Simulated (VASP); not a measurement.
Energy against volume of Tm (hcp). Calculation: AM05 GGA, VASP's PBE PAW potentials (set 64) (plane waves; VASP 6.6.1). Settings: 520 eV cut-off, 12×12×7 Γ-centred mesh, first-order Methfessel-Paxton smearing of 0.10 eV, potentials Tm_3.

The 4f electrons are frozen in the core of the lanthanide potential, so 4f levels, which can set the real gap, and their magnetism are missing.

Shape and ions are relaxed at each volume.

```
V (Å³/atom)  E (eV/atom)
-----------  -----------
27.200          -4.66364
28.068          -4.67759
28.936          -4.68302
29.804          -4.68070
```

Question: Fit these four points and predict the energy of the run at 30.672 Å³/atom.

Answer: A cubic in V^(−2/3), the third-order Birch-Murnaghan form, passes through the four points with V0 = 29.10 Å³/atom and B0 = 47 GPa, and gives -4.6713 eV/atom there. The run gave -4.6714 eV/atom, -0.1 meV/atom from the fit; all five points give B0 = 47 GPa.

The compound is Tm in the hcp structure. It was relaxed first.
